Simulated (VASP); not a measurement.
Input for VASP

POSCAR:
```
TiIn
1
    2.9548303427     0.0000000000     0.0000000000
    0.0000000000     2.9548303427    -0.0000000000
    0.0000000000     0.0000000000     4.2085111405
Ti In
1 1
Direct
  0.5000000000   0.5000000000   0.5000000000
  0.0000000000   0.0000000000   0.0000000000
```

**KPOINTS**
```
Automatic mesh
0
Gamma
14 14 10
0 0 0
```

### INCAR
```
PREC  =  Accurate
NELM  =  100   # most electronic steps
ALGO  =  Normal   # blocked Davidson
LORBIT  =  11
GGA  =  PS   # PBEsol
EDIFF  =  1E-7   # SCF stop (eV)
SYSTEM  =  TiIn
LWAVE  =  F
NEDOS  =  601   # DOS grid
LASPH  =  T   # aspherical one-centre terms
LCHARG  =  T
LREAL  =  F   # projection in real space or not
ISMEAR  =  -5   # tetrahedra, Bloechl
ISIF  =  2
ENCUT  =  400   # plane-wave cut-off (eV)
LMAXMIX  =  4   # l cut-off of mixed one-centre charges
```

POTCAR, in this order: Ti_sv In_d (PBE.64 set). Program: vasp_std.

Problem. Write an equivalent input for Ansatz.

Solution. One equivalent input (not run):
Ansatz 0.2 input:
```yaml
crystal:
  lattice:
    - [2.9548303, 0.0000000, 0.0000000]
    - [0.0000000, 2.9548303, 0.0000000]
    - [0.0000000, 0.0000000, 4.2085111]
  atoms:
    - { symbol: Ti, position: [0.5000000, 0.5000000, 0.5000000] }
    - { symbol: In, position: [0.0000000, 0.0000000, 0.0000000] }
kpoints:
  mp_grid: { grid: [14, 14, 10] }
hamiltonian:
  xc: pbesol
  pseudopotentials: { kind: paw }
scf:
  occupations: { method: tetrahedron }
  max_iter: 100
output: { forces: true, stress: true, eigenvalues: true }
```
What does not carry over: each code has its own PAW files, so the cut-off isn't converted (ENCUT is set for VASP's; basis.ecutwfc is left out, and Ansatz then takes the one that its files recommend); Ansatz stops its SCF on the density residual and VASP on the energy change (EDIFF).

The structure comes from a computed database's TiIn entry (P4/mmm); how it stands against other phases isn't given here. It was relaxed first.
